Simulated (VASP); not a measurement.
```yaml
crystal:
  lattice:
    - [-1.58342, 1.58342, 2.06663]
    - [1.58342, -1.58342, 2.06663]
    - [1.58342, 1.58342, -2.06663]
  atoms:
    - { symbol: H, position: [0.75000, 0.25000, 0.50000] }
    - { symbol: H, position: [0.25000, 0.75000, 0.50000] }
    - { symbol: Ti, position: [0.00000, 0.00000, 0.00000] }
```

Method: PBEsol GGA, VASP's PBE PAW potentials (set 64) (plane waves; VASP). Numerical set-up: 400 eV cut-off, 15×15×15 Γ-centred mesh, tetrahedra with Blöchl corrections, potentials H Ti_sv.

The cores are frozen, which limits the accuracy of field gradients.

### Question
Give the principal components of the electric field gradient (V/Å²) and the asymmetry η at each nucleus.

### Answer

```json
[
 {"atom": "H1", "Vxx": "0.1", "Vyy": "0.1", "Vzz": "-0.2", "η": "-"},
 {"atom": "H2", "Vxx": "0.1", "Vyy": "0.1", "Vzz": "-0.2", "η": "-"},
 {"atom": "Ti3", "Vxx": "2.0", "Vyy": "2.0", "Vzz": "-4.1", "η": "0.00"}
]
```

The structure comes from a measured TiH2 entry (I4/mmm) of the Crystallography Open Database, whose conditions weren't checked. It was relaxed first.
